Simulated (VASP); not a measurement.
Write the native input for VASP 6.6.1 that does the following.

- Task: single point
- Functional: r2SCAN
- Dispersion: D3(BJ)
- Potentials or basis: VASP PAW PBE potentials, release 64 (C, O, H, S)
- Cutoff: 520 eV
- k mesh: 1 × 1 × 1
- Occupations: fermi-dirac, width 0.02 eV
- Spin: no spin polarisation
- Dipole correction: no
- Further INCAR settings: LREAL = Auto; ALGO = Normal; EDIFF = 1e-06; NBANDS = 69

The system is H8CS2O.

```
C O H S
1.0
     7.65628    0.00000    0.00000
     0.00000    7.65628    0.00000
     0.00000    0.00000    7.65628
C O H S
3 3 24 6
Cartesian
  7.1863 6.4736 4.0736
  4.7712 2.4694 5.7316
  0.8050 1.9228 0.2667
  8.0910 5.4477 3.6814
  5.3417 1.4674 6.5653
  1.4988 1.4363 -0.8764
  7.5827 7.4028 3.6656
  7.7526 4.6112 4.0371
  6.1791 6.3171 3.6686
  7.1174 6.5732 5.1636
  3.8370 2.0561 5.3528
  6.1764 1.8194 6.9120
  4.5463 3.3906 6.2827
  5.4143 2.7162 4.8781
  0.0909 2.6595 -0.1002
  2.1404 0.7776 -0.5674
  0.2522 1.1307 0.7862
  1.4753 2.4139 0.9824
  2.4189 6.1461 5.7124
  2.1975 4.2166 5.8698
  3.4016 -0.3380 2.1790
  2.6274 1.3943 1.7356
  6.2308 5.7548 -0.3550
  5.9635 4.4361 1.0544
  3.1057 5.2929 3.0958
  3.6800 3.4493 2.8353
  7.0480 3.1262 1.9439
  7.0503 1.1907 2.1690
  4.7528 8.2992 4.9648
  4.6483 6.4377 4.3986
  2.4900 5.2339 6.6906
  3.0511 0.7712 2.8430
  6.8864 5.3555 0.7427
  4.2554 4.6102 3.1749
  7.0635 2.2647 2.9694
  4.4797 7.1202 5.5388
```

The cell was built by a generator and needn't be a form met in nature.

The input as run:

POSCAR

```
H8CS2O
1.0
    7.6562770000      0.0000000000      0.0000000000
    0.0000000000      7.6562770000      0.0000000000
    0.0000000000      0.0000000000      7.6562770000
C O H S
3 3 24 6
Direct
    0.9386116000      0.8455266000      0.5320592000
    0.6231749000      0.3225388000      0.7486100000
    0.1051363000      0.2511459000      0.0348314000
    1.0567854000      0.7115401000      0.4808360000
    0.6976938000      0.1916536000      0.8575010000
    0.1957665000      0.1875953000     -0.1144628000
    0.9903923000      0.9668964000      0.4787735000
    1.0125843000      0.6022725000      0.5272917000
    0.8070662000      0.8250923000      0.4791653000
    0.9296216000      0.8585340000      0.6744302000
    0.5011583000      0.2685463000      0.6991328000
    0.8067143000      0.2376371000      0.9027925000
    0.5937992000      0.4428512000      0.8205927000
    0.7071661000      0.3547688000      0.6371370000
    0.0118772000      0.3473648000     -0.0130842000
    0.2795565000      0.1015589000     -0.0741115000
    0.0329427000      0.1476869000      0.1026831000
    0.1926915000      0.3152870000      0.1283168000
    0.3159382000      0.8027595000      0.7461068000
    0.2870203000      0.5507432000      0.7666703000
    0.4442940000     -0.0441506000      0.2845976000
    0.3431680000      0.1821060000      0.2266943000
    0.8138127000      0.7516497000     -0.0463612000
    0.7789006000      0.5794036000      0.1377141000
    0.4056388000      0.6913190000      0.4043485000
    0.4806526000      0.4505154000      0.3703219000
    0.9205561000      0.4083190000      0.2538922000
    0.9208563000      0.1555218000      0.2832987000
    0.6207715000      1.0839758000      0.6484605000
    0.6071254000      0.8408367000      0.5745115000
    0.3252252000      0.6836132000      0.8738774000
    0.3985140000      0.1007225000      0.3713350000
    0.8994433000      0.6994850000      0.0970042000
    0.5558020000      0.6021471000      0.4146817000
    0.9225738000      0.2957934000      0.3878373000
    0.5851041000      0.9299787000      0.7234281000
```

INCAR.step1

```
SYSTEM = H8CS2O
  ALGO = Normal
  EDIFF = 1E-4
  ENCUT = 520
  GGA = PE
  ISMEAR = -1
  LASPH = .TRUE.
  LCHARG = .FALSE.
  LREAL = Auto
  LWAVE = .TRUE.
  NBANDS = 69
  NELM = 100
  PREC = Accurate
  SIGMA = 0.02
```

INCAR.step2

```
SYSTEM = H8CS2O
  ALGO = Normal
  EDIFF = 1E-6
  ENCUT = 520
  ISIF = 2
  ISMEAR = -1
  ISTART = 1
  IVDW = 12
  LASPH = .TRUE.
  LCHARG = .TRUE.
  LELF = .TRUE.
  LMIXTAU = .TRUE.
  LREAL = Auto
  LVHAR = .TRUE.
  LWAVE = .FALSE.
  METAGGA = R2SCAN
  NBANDS = 69
  NELM = 100
  PREC = Accurate
  SIGMA = 0.02
  VDW_A1 = 0.49484001
  VDW_A2 = 5.73083694
  VDW_S6 = 1.0
  VDW_S8 = 0.78981345
```

KPOINTS

```
k-points
0
G
  1 1 1
  0 0 0
```

Potentials or basis: VASP PAW PBE potentials, release 64 (C, O, H, S).

Launch:

```bash
$ cat potpaw_PBE.64/C/POTCAR potpaw_PBE.64/O/POTCAR potpaw_PBE.64/H/POTCAR potpaw_PBE.64/S/POTCAR > POTCAR
$ cp INCAR.step1 INCAR
$ mpirun -np 1 vasp_gam > vasp.out
$ cp INCAR.step2 INCAR
$ mpirun -np 1 vasp_gam > vasp.out
```

Results of the run:

| Item | Value |
| --- | --- |
| Pressure | 2.4 GPa |
| Largest force | 2.240 eV/Å |
| Band gap on the k mesh | 3.86 eV, direct |
| Dispersion energy per atom | -0.030 eV |

Caveat: the PAW data sets were made with another functional, which shifts forces and pressure a little.

Wall time 2.6 min on 1 thread of AMD EPYC 9R14 (Zen 4) (shared host), peak memory 0.52 GiB.
